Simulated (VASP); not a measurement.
VASP runs on La (dhcp) share one base input (PBE GGA, plane waves, VASP's PBE PAW potentials (set 64)) and change the settings named in each case.

### KPOINTS
```
Automatic
0
G
 9 9 3
0 0 0
```

INCAR:
```
# general
SYSTEM  = La
PREC    = Accurate
ENCUT   = 400   # plane-wave cut-off (eV)
LREAL   = .FALSE.   # projection in real space or not
LASPH   = .TRUE.   # aspherical one-centre terms

# electronic loop
EDIFF   = 1E-6   # SCF stop (eV)
NELM    = 100   # most electronic steps
ALGO    = Normal   # blocked Davidson
LMAXMIX = 6   # l cut-off of mixed one-centre charges

# smearing
ISMEAR  = 1   # Methfessel-Paxton
SIGMA   = 0.1   # width (eV)

# functional
GGA     = PE

# ions
ISIF    = 2

# output
LWAVE   = .FALSE.
LCHARG  = .FALSE.
```

File POSCAR:
```
La
1
    1.8850000000    -3.2649160000     0.0000000000
    1.8850000000     3.2649160000     0.0000000000
    0.0000000000     0.0000000000    12.1600000000
La
4
Direct
  0.0000000000   0.0000000000   0.5000000000
  0.0000000000   0.0000000000   0.0000000000
  0.3333330000   0.6666670000   0.2500000000
  0.6666670000   0.3333330000   0.7500000000
```

POTCAR, in this order: La (PBE.64 set). Program: vasp_std.

```
change     E(σ→0) (eV/atom)  pressure (GPa)  −TS (eV)
---------  ----------------  --------------  --------
base run            -4.8830           -0.13    0.0002
GGA = AM            -5.0748           -1.79    0.0007
IVDW = 12           -5.2891           -1.94    0.0002
GGA = PS            -5.3208           -2.22    0.0004
IVDW = 13           -5.1714           -1.35    0.0002
```
 Energies of different potentials or functionals have different zeros.

Left out are runs that ran out of time, are held back, or changed the cell or the kind of run, fixed moments of cells without a moment, rows past the twelfth, gaps on odd meshes, pressures of charged cells and columns that move by less than the noise.

The compound is La in the dhcp structure. The cell was not relaxed at this level.
